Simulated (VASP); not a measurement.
Input for VASP

**KPOINTS**
```
Automatic
0
G
  7 7 4
0 0 0
```

**INCAR**
```
ALGO=Normal
EDIFF=1E-6
ENCUT=300
GGA=PE
ISIF=2
ISMEAR=0
LASPH=.True.
LCHARG=.False.
LMAXMIX=4
LREAL=.False.
LWAVE=.False.
NELM=100
PREC=Accurate
SIGMA=0.1
SYSTEM=Tl
```

POSCAR:
```
Tl
1
    1.7023510000    -2.9485580000     0.0000000000
    1.7023510000     2.9485580000     0.0000000000
    0.0000000000     0.0000000000     5.4317790000
Tl
2
Direct
  0.3333330000   0.6666670000   0.2500000000
  0.6666670000   0.3333330000   0.7500000000
```

POTCAR, in this order: Tl_d (PBE.64 set). Program: vasp_std.

Problem. Write an equivalent input for Ansatz.

Solution. One equivalent input (not run):
Ansatz 0.2 input:
```yaml
crystal:
  lattice:
    - [1.7023510, -2.9485580, 0.0000000]
    - [1.7023510, 2.9485580, 0.0000000]
    - [0.0000000, 0.0000000, 5.4317790]
  atoms:
    - { symbol: Tl, position: [0.3333330, 0.6666670, 0.2500000] }
    - { symbol: Tl, position: [0.6666670, 0.3333330, 0.7500000] }
kpoints:
  mp_grid: { grid: [7, 7, 4] }
hamiltonian:
  xc: pbe
  pseudopotentials: { kind: paw }
scf:
  occupations: { method: gaussian, width: 0.1 }
  max_iter: 100
output: { forces: true, stress: true, eigenvalues: true }
```
The two are equivalent in intent, not identical: each code has its own PAW files, so the cut-off isn't converted (ENCUT is set for VASP's; basis.ecutwfc is left out, and Ansatz then takes the one that its files recommend); Ansatz stops its SCF on the density residual and VASP on the energy change (EDIFF).

The structure is a typed Tl crystal (P6_3/mmc). The cell was not relaxed at this level, and its volume differs by -5.9 % from the start's. The k-mesh is coarse (spacing up to 0.30 per Å, 2π included), so the numbers may not be converged in it.
